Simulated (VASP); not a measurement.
Data:

```yaml
crystal:
  lattice:
    - [1.38613, -2.40084, 0.00000]
    - [1.38613, 2.40084, 0.00000]
    - [0.00000, 0.00000, 4.48563]
  atoms:
    - { symbol: Re, position: [0.33333, 0.66667, 0.25000] }
    - { symbol: Re, position: [0.66667, 0.33333, 0.75000] }
```

Computed with PBE GGA, VASP's PBE PAW potentials (set 64) (plane waves; VASP). Numerical set-up: 400 eV cut-off, 17×17×9 Γ-centred mesh, tetrahedra with Blöchl corrections, potentials Re.

Unless said otherwise, spin-orbit coupling is left out, though it shifts the bands of the heavy elements here.

Estimate the energy per atom (σ→0), band gap (on the k-mesh) with the smallest direct gap where there is one.

```yaml
band gap (on the k-mesh): none (metal, semimetal or under 0.01 eV)
energy per atom (σ→0): -12.425 eV/atom
```

The compound is Re in the hcp structure. It was relaxed first.
